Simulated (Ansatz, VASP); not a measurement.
**Be2GeN2 in VASP and in Ansatz**

```
CELL_PARAMETERS angstrom
3.56890 0.00000 0.00000
0.00000 3.56890 0.00000
0.00000 0.00000 4.34453
ATOMIC_POSITIONS crystal
Be 0.00000 0.00000 0.50000
Be 0.50000 0.50000 0.00000
Ge 0.00000 0.00000 0.00000
N 0.50000 0.00000 0.77434
N 0.00000 0.50000 0.22566
```

Change from the starting cell: ordered mixture with vacancies on the cation sites of antifluorite (P-4m2, No. 115).

Alike in both runs: functional PBE; k mesh 6 × 6 × 4; occupations gaussian, width 0.1 eV; no spin polarisation.

Ansatz relaxed the structure, and its values are those at the end. VASP's run is a single point on that final structure, the one shown.

|  | VASP | Ansatz |
| --- | --- | --- |
| version | VASP 6.6.1 | Ansatz 0.2.0 |
| potentials or method | VASP PAW PBE potentials, release 64 (Be, Ge_d, N) | scalar-relativistic, plane waves, PAW |
| plane-wave cutoff (eV) | 520 | 420 |
| valence electrons in the cell | 28 | 28 |

|  | VASP | Ansatz | Ansatz less VASP |
| --- | --- | --- | --- |
| gap on the k mesh at the Fermi level (eV) | none | none | - |
| pressure (GPa) | 0.2 | 0.0 | -0.14 |
| rms of the force components (eV/Å) | 0.004 | 0.000 | -0.0039 |

A gap of «none» marks a metal or a gap that the smearing closes. The functional is the same, so the differences come from potentials, cutoffs and numerics.

Caveats: the k mesh is coarse (spacing up to 0.36 Å⁻¹), so the values aren't converged.
